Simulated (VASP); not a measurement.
# GaGe (F-43m) in VASP: a series of runs

One crystal, GaGe, is run at these levels: r2SCAN; tasks: single point.

Program: VASP 6.6.1. These are calculated values, not measurements. Logs are shortened: lines on timing, memory, paths and dates and some standing lists are left out, and cuts for length are marked.

**1. The crystal as given**

It takes space group F-43m (No. 216, cubic). The conventional cell has a = 5.796 Å, b = 5.796 Å, c = 5.796 Å, α = 90.00°, β = 90.00°, γ = 90.00°. Around Ge (site symmetry -43m) lie 4 Ga at 2.51 Å. Around Ga (site symmetry -43m) lie 4 Ge at 2.51 Å.

The cell comes from a database or a generator and needn't be the stable form of this composition.

**2. Single point, r2SCAN**

Contents of INCAR:

```
SYSTEM = GaGe
PREC = Accurate ; ENCUT = 400
EDIFF = 1E-6 ; ISMEAR = -1
SIGMA = 0.1 ; LREAL = .False.
LASPH = .True. ; NELM = 100
ALGO = Normal ; ISIF = 2
LWAVE = .False. ; LCHARG = .False.
METAGGA = R2SCAN ; LMIXTAU = .True.
NBANDS = 10 ; ADDGRID = .False.
```

Contents of KPOINTS:

```
regular mesh
0
Gamma
  17 17 17
  0 0 0
```

Contents of POSCAR:

```
GaGe
1.0
    0.0000000000      2.8978440000      2.8978440000
    2.8978440000      0.0000000000      2.8978440000
    2.8978440000      2.8978440000      0.0000000000
Ge Ga
1 1
Direct
    0.0000000000      0.0000000000      0.0000000000
    0.2500000000      0.2500000000      0.2500000000
```

Potentials or basis: VASP PAW PBE potentials, release 64 (Ge, Ga).

Command:

```sh
$ cat potpaw_PBE.64/Ge/POTCAR potpaw_PBE.64/Ga/POTCAR > POTCAR
$ mpirun -np 1 vasp_std > vasp.out
```

OUTCAR:

```text
SYSTEM = GaGe
   PREC = Accurate
   ENCUT = 400
   EDIFF = 1E-6
   ISMEAR = -1
   LREAL = .False.
   LASPH = .True.
   NELM = 100
   ISIF = 2
   METAGGA = R2SCAN

 Found    165 irreducible k-points:

 Following reciprocal coordinates:
            Coordinates               Weight
  0.000000  0.000000  0.000000      1.000000
  0.058824  0.000000  0.000000      8.000000
  0.117647  0.000000  0.000000      8.000000
  0.176471  0.000000  0.000000      8.000000
  0.235294  0.000000  0.000000      8.000000
  0.294118  0.000000  0.000000      8.000000
   k-points           NKPTS =    165   k-points in BZ     NKDIM =    165   number of bands    NBANDS=     10
   number of dos      NEDOS =    301   number of ions     NIONS =      2
   total plane-waves  NPLWV =  21952
   dimension x,y,z NGX =    28 NGY =   28 NGZ =   28
   dimension x,y,z NGXF=    56 NGYF=   56 NGZF=   56
   ions per type =               1   1
   NGX,Y,Z   is equivalent  to a cutoff of  11.36, 11.36, 11.36 a.u.
   NGXF,Y,Z  is equivalent  to a cutoff of  22.72, 22.72, 22.72 a.u.
 SYSTEM =  GaGe
   PREC   = accura    normal or accurate (medium, high low for compatibility)
   ISTART =      0    job   : 0-new  1-cont  2-samecut
   ICHARG =      2    charge: 1-file 2-atom 10-const
   ISPIN  =      1    spin polarized calculation?
   LNONCOLLINEAR =      F non collinear calculations
   LSORBIT =      F    spin-orbit coupling
   LASPH  =      T    aspherical Exc in radial PAW
   ENCUT  =  400.0 eV  29.40 Ry    5.42 a.u.   6.68  6.68  6.68*2*pi/ulx,y,z
   NELM   =    100;   NELMIN=  2; NELMDL= -5     # of ELM steps
   EDIFF  = 0.1E-05   stopping-criterion for ELM
   LREAL  =      F    real-space projection
   EDIFFG = 0.1E-04   stopping-criterion for IOM
   NSW    =      0    number of steps for IOM
   IBRION =     -1    ionic relax: 0-MD 1-quasi-New 2-CG
   NFREE  =      0    steps in history (QN), initial steepest desc. (CG)
   ISIF   =      2    stress and relaxation
   ISYM   =      2    0-nonsym 1-usesym 2-fastsym
   POTIM  = 0.5000    time-step for ionic-motion
   TEBEG  =    0.0;   TEEND  =   0.0 temperature during run
   PSTRESS=    0.0 pullay stress
   NELECT =       7.0000    total number of electrons
   NUPDOWN=      -1.0000    fix difference up-down
   EMIN   =  10.00;   EMAX   =-10.00  energy-range for DOS
   EFERMI =   0.00;   METHOD = LEGACY
   ISMEAR =    -1;   SIGMA  =   0.10  broadening in eV -4-tet -1-fermi 0-gaus
   EFERMI_NEDOS =   21; number of points for ismear=-14 and -15
   IALGO  =     38    algorithm
   IMIX   =      4    mixing-type and parameters
     AMIX     =   0.40;   BMIX     =  1.00
     AMIX_MAG =   1.60;   BMIX_MAG =  1.00
  volume/ion in A,a.u.               =      24.33       164.22
  Fermi-wavevector in a.u.,A,eV,Ry     =   0.857740  1.620894 10.010058  0.735719
  Thomas-Fermi vector in A             =   1.974840
   LORBIT       =      0    0 simple, 1 ext, 2 COOP (PROOUT), +10 PAW based schemes
   METAGGA = R2SCAN    functional components
   LHFCALC =     F    Hartree Fock is set to
   AEXX    =    0.0000 exact exchange contribution
   IVDW    =     0    specifies the selected vdW correction
   LEPSILON=     F    determine dielectric tensor
   LRPA    =     F    only Hartree local field effects (RPA)
 non-spin polarized calculation
  energy-cutoff  :      400.00
  volume of cell :       48.67
 maximum number of plane-waves:       905
   NGX = 13   NGY = 13   NGZ = 13

 number of electron       7.0000000 magnetization

 Free energy of the ion-electron system (eV)
  ---------------------------------------------------
  ext. energy  EPLUGINS =         0.00000000
  ---------------------------------------------------
  free energy    TOTEN  =       -24.93563688 eV

  energy without entropy =      -24.89729037  energy(sigma->0) =      -24.91646362

 E-fermi :   1.1357     XC(G=0):  -9.1497

 val. band max:        1.1336001884   @ k =  -0.4706   0.0588   0.0000
 cond. band min:       1.1410884669   @ k =  -0.2941   0.2353   0.0588
 fundamental gap:      0.0074882786
 Fermi energy:         1.1356786352

 k-point     1 :       0.0000    0.0000    0.0000
  band No.  band energies     occupation
      1      -9.8042      2.00000
      2       2.9141      0.00000
      3       2.9141      0.00000
      4       2.9141      0.00000
      5       3.7677      0.00000
      6       5.7993      0.00000
      7       5.7993      0.00000
      8       5.7993      0.00000
      9       9.6038      0.00000
     10      12.2579      0.00000

 k-point     2 :       0.0588    0.0000    0.0000
  band No.  band energies     occupation
      1      -9.7625      2.00000
      2       2.1408      0.00009
      3       2.8330      0.00000
      4       2.8330      0.00000
      5       4.2601      0.00000
      6       5.9096      0.00000
      7       5.9096      0.00000
      8       5.9678      0.00000
      9       9.8430      0.00000
     10      11.9295      0.00000

 k-point     3 :       0.1176    0.0000    0.0000
  band No.  band energies     occupation
      1      -9.6382      2.00000
      2       0.9987      1.59462
      3       2.6295      0.00000
      4       2.6295      0.00000
      5       4.4754      0.00000
      6       6.1859      0.00000
      7       6.1859      0.00000
      8       6.6149      0.00000
      9      10.4536      0.00000
     10      11.4487      0.00000

 k-point     4 :       0.1765    0.0000    0.0000
  band No.  band energies     occupation
      1      -9.4341      2.00000
      2      -0.1569      2.00000
      3       2.3755      0.00001
      4       2.3755      0.00001
      5       4.3505      0.00000
      6       6.5118      0.00000
      7       6.5118      0.00000
      8       7.5618      0.00000
      9      11.0394      0.00000
     10      11.1435      0.00000

 k-point     5 :       0.2353    0.0000    0.0000
  band No.  band energies     occupation
      1      -9.1563      2.00000
      2      -1.2640      2.00000
      3       2.1237      0.00010
      4       2.1237      0.00010
      5       4.1436      0.00000
      6       6.7707      0.00000
      7       6.7707      0.00000
      8       8.5838      0.00000
      9      11.0595      0.00000
     10      11.1312      0.00000

 k-point     6 :       0.2941    0.0000    0.0000
  band No.  band energies     occupation
      1      -8.8168      2.00000
      2      -2.2855      2.00000
      3       1.9034      0.00093
      4       1.9034      0.00093
      5       3.9454      0.00000
      6       6.8975      0.00000
      7       6.8975      0.00000
      8       9.5794      0.00000
      9      10.8643      0.00000
     10      11.4623      0.00000

 [... further k-points ...]

------------------------ aborting loop because EDIFF is reached ----------------------------------------

  FORCE on cell =-STRESS in cart. coord.  units (eV):
  Direction    XX          YY          ZZ          XY          YZ          ZX
  --------------------------------------------------------------------------------------
  -------------------------------------------------------------------------------------
  Total       -0.6551795     -0.6551795     -0.6551795      0.0000000      0.0000000     -0.0000000
  in kB      -21.5682994    -21.5682994    -21.5682994      0.0000000      0.0000000     -0.0000000
  external PRESSURE =     -21.5682994 kB  Pullay stress =       0.0000000 kB

 VOLUME and BASIS-vectors are now :
 -----------------------------------------------------------------------------
  energy-cutoff  :      400.00
  volume of cell :       48.67
      direct lattice vectors                 reciprocal lattice vectors
     0.000000000  2.897844000  2.897844000    -0.172542069  0.172542069  0.172542069
     2.897844000  0.000000000  2.897844000     0.172542069 -0.172542069  0.172542069
     2.897844000  2.897844000  0.000000000     0.172542069  0.172542069 -0.172542069

 POSITION                                       TOTAL-FORCE (eV/Angst)
 -----------------------------------------------------------------------------------
      0.00000      0.00000      0.00000        -0.000000     -0.000000      0.000000
      1.44892      1.44892      1.44892         0.000000      0.000000     -0.000000
 -----------------------------------------------------------------------------------
    total drift:                                0.000000      0.000000      0.000000

  FREE ENERGIE OF THE ION-ELECTRON SYSTEM (eV)
  ---------------------------------------------------
  free  energy   TOTEN  =       -24.9356368803 eV

  energy  without entropy=      -24.8972903668  energy(sigma->0) =      -24.91646362
```

Wall time 2.5 min (1 thread of Intel Xeon Platinum 8488C (Sapphire Rapids), shared host); peak memory 0.21 GiB.

These settings aren't checked as converged: the numbers below hold their error.

Results:

```yaml
Free_energy: -24.9356 eV
Pressure: -2.2 GPa
Band_gap_on_the_k_mesh: none (metal or under the smearing width)
```

Caveat: the PAW data sets were made with another functional, which shifts forces and pressure a little.

**3. Single point, r2SCAN**

INCAR, as its differences from that of step 2:

```diff
@@ -1,3 +1,3 @@
 SYSTEM = GaGe
-PREC = Accurate ; ENCUT = 400
+PREC = Accurate ; ENCUT = 450
 EDIFF = 1E-6 ; ISMEAR = -1
```

KPOINTS is that of step 2.

POSCAR is that of step 2.

Potentials or basis: VASP PAW PBE potentials, release 64 (Ge, Ga).

Command:

```sh
$ cat potpaw_PBE.64/Ge/POTCAR potpaw_PBE.64/Ga/POTCAR > POTCAR
$ mpirun -np 1 vasp_std > vasp.out
```

OUTCAR:

```text
SYSTEM = GaGe
   PREC = Accurate
   ENCUT = 450
   EDIFF = 1E-6
   ISMEAR = -1
   LREAL = .False.
   LASPH = .True.
   NELM = 100
   ISIF = 2
   METAGGA = R2SCAN

 Found    165 irreducible k-points:

 Following reciprocal coordinates:
            Coordinates               Weight
  0.000000  0.000000  0.000000      1.000000
  0.058824  0.000000  0.000000      8.000000
  0.117647  0.000000  0.000000      8.000000
  0.176471  0.000000  0.000000      8.000000
  0.235294  0.000000  0.000000      8.000000
  0.294118  0.000000  0.000000      8.000000
   k-points           NKPTS =    165   k-points in BZ     NKDIM =    165   number of bands    NBANDS=     10
   number of dos      NEDOS =    301   number of ions     NIONS =      2
   total plane-waves  NPLWV =  21952
   dimension x,y,z NGX =    28 NGY =   28 NGZ =   28
   dimension x,y,z NGXF=    56 NGYF=   56 NGZF=   56
   ions per type =               1   1
   NGX,Y,Z   is equivalent  to a cutoff of  11.36, 11.36, 11.36 a.u.
   NGXF,Y,Z  is equivalent  to a cutoff of  22.72, 22.72, 22.72 a.u.
 SYSTEM =  GaGe
   PREC   = accura    normal or accurate (medium, high low for compatibility)
   ISTART =      0    job   : 0-new  1-cont  2-samecut
   ICHARG =      2    charge: 1-file 2-atom 10-const
   ISPIN  =      1    spin polarized calculation?
   LNONCOLLINEAR =      F non collinear calculations
   LSORBIT =      F    spin-orbit coupling
[... 64 lines left out ...]
      5       3.7677      0.00000
      6       5.7993      0.00000
      7       5.7993      0.00000
      8       5.7993      0.00000
      9       9.6038      0.00000
     10      12.2578      0.00000
[... 53 lines left out ...]
 k-point     6 :       0.2941    0.0000    0.0000
  band No.  band energies     occupation
      1      -8.8168      2.00000
      2      -2.2855      2.00000
      3       1.9035      0.00093
      4       1.9035      0.00093
      5       3.9454      0.00000
      6       6.8975      0.00000
      7       6.8975      0.00000
      8       9.5793      0.00000
      9      10.8643      0.00000
     10      11.4622      0.00000

 [... further k-points ...]

------------------------ aborting loop because EDIFF is reached ----------------------------------------

  FORCE on cell =-STRESS in cart. coord.  units (eV):
  Direction    XX          YY          ZZ          XY          YZ          ZX
  --------------------------------------------------------------------------------------
  -------------------------------------------------------------------------------------
  Total       -0.6542294     -0.6542294     -0.6542294     -0.0000000     -0.0000000      0.0000000
  in kB      -21.5370212    -21.5370212    -21.5370212     -0.0000000     -0.0000000      0.0000000
  external PRESSURE =     -21.5370212 kB  Pullay stress =       0.0000000 kB

 VOLUME and BASIS-vectors are now :
 -----------------------------------------------------------------------------
  energy-cutoff  :      450.00
  volume of cell :       48.67
      direct lattice vectors                 reciprocal lattice vectors
     0.000000000  2.897844000  2.897844000    -0.172542069  0.172542069  0.172542069
     2.897844000  0.000000000  2.897844000     0.172542069 -0.172542069  0.172542069
     2.897844000  2.897844000  0.000000000     0.172542069  0.172542069 -0.172542069

 POSITION                                       TOTAL-FORCE (eV/Angst)
 -----------------------------------------------------------------------------------
      0.00000      0.00000      0.00000         0.000000     -0.000000     -0.000000
      1.44892      1.44892      1.44892        -0.000000      0.000000      0.000000
 -----------------------------------------------------------------------------------
    total drift:                                0.000000      0.000000      0.000000

  FREE ENERGIE OF THE ION-ELECTRON SYSTEM (eV)
  ---------------------------------------------------
  free  energy   TOTEN  =       -24.9358422369 eV

  energy  without entropy=      -24.8974960091  energy(sigma->0) =      -24.91666912
```

OSZICAR:

```text
N       E                     dE             d eps       ncg     rms          rms(c)
DAV:   1    -0.967942589375E+01   -0.96794E+01   -0.24535E+03  3300   0.482E+02
DAV:   2    -0.250889061472E+02   -0.15409E+02   -0.15004E+02  4478   0.716E+01
DAV:   3    -0.255419196899E+02   -0.45301E+00   -0.44713E+00  4130   0.117E+01
DAV:   4    -0.255432039902E+02   -0.12843E-02   -0.12839E-02  4030   0.675E-01
DAV:   5    -0.255432055934E+02   -0.16031E-05   -0.16030E-05  3864   0.251E-02    0.296E+00
DAV:   6    -0.248773643499E+02    0.66584E+00   -0.17858E-01  3414   0.264E+00    0.196E+00
DAV:   7    -0.249729986594E+02   -0.95634E-01   -0.11471E-01  3350   0.210E+00    0.225E-01
DAV:   8    -0.248979501877E+02    0.75048E-01   -0.98770E-02  3318   0.199E+00    0.230E-01
DAV:   9    -0.249219306068E+02   -0.23980E-01   -0.52355E-03  3602   0.460E-01    0.823E-02
DAV:  10    -0.249341521491E+02   -0.12222E-01   -0.57287E-03  3382   0.593E-01    0.348E-02
DAV:  11    -0.249350149485E+02   -0.86280E-03   -0.11639E-04  3890   0.760E-02    0.233E-02
DAV:  12    -0.249356033089E+02   -0.58836E-03   -0.37297E-04  3414   0.148E-01    0.119E-02
DAV:  13    -0.249357970585E+02   -0.19375E-03   -0.80254E-05  3442   0.701E-02    0.547E-03
DAV:  14    -0.249358240819E+02   -0.27023E-04   -0.52574E-06  3792   0.161E-02    0.351E-03
DAV:  15    -0.249358369661E+02   -0.12884E-04   -0.36731E-06  3430   0.128E-02    0.148E-03
DAV:  16    -0.249358422451E+02   -0.52789E-05   -0.32010E-06  3488   0.140E-02    0.568E-04
DAV:  17    -0.249358422369E+02    0.81652E-08   -0.11952E-07  1848   0.254E-03
   1 F= -.24935842E+02 E0= -.24916669E+02  d E =-.383462E-01
```

Wall time 2.5 min (1 thread of Intel Xeon Platinum 8488C (Sapphire Rapids), shared host); peak memory 0.22 GiB.

These settings aren't checked as converged: the numbers below hold their error.

Results:

- Free energy: -24.9358 eV
- Pressure: -2.2 GPa
- Band gap on the k mesh: none (metal or under the smearing width)

Caveat: the PAW data sets were made with another functional, which shifts forces and pressure a little.

(Continued in part 2 of 2.)
